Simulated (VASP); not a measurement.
Here is the system:

```yaml
crystal:
  lattice:
    - [1.91144, -3.31070, 0.00000]
    - [1.91144, 3.31070, 0.00000]
    - [0.00000, 0.00000, 6.15368]
  atoms:
    - { symbol: Mg, position: [0.00000, 0.00000, 0.00000] }
    - { symbol: I, position: [0.33333, 0.66667, 0.27131] }
    - { symbol: I, position: [0.66667, 0.33333, 0.72869] }
```

These are PBEsol GGA, VASP's PBE PAW potentials (set 64) (plane waves; VASP) values and carry that method's errors. Numerical set-up: 500 eV cut-off, 7×7×4 Γ-centred mesh, Gaussian smearing of 0.050 eV, potentials Mg I.

Without a dispersion term in the relaxation, distances and binding between the weakly bound layers, chains or molecules are unreliable, and so is what depends on them.

Estimate the energy per atom (σ→0), pressure.

- energy per atom (σ→0): -2.626 eV/atom
- pressure: 10.04 GPa

Only differences to runs with the same potentials and settings are physical.

The compound is MgI2 in the 1T layered structure. It was relaxed first under an external pressure of 10 GPa.
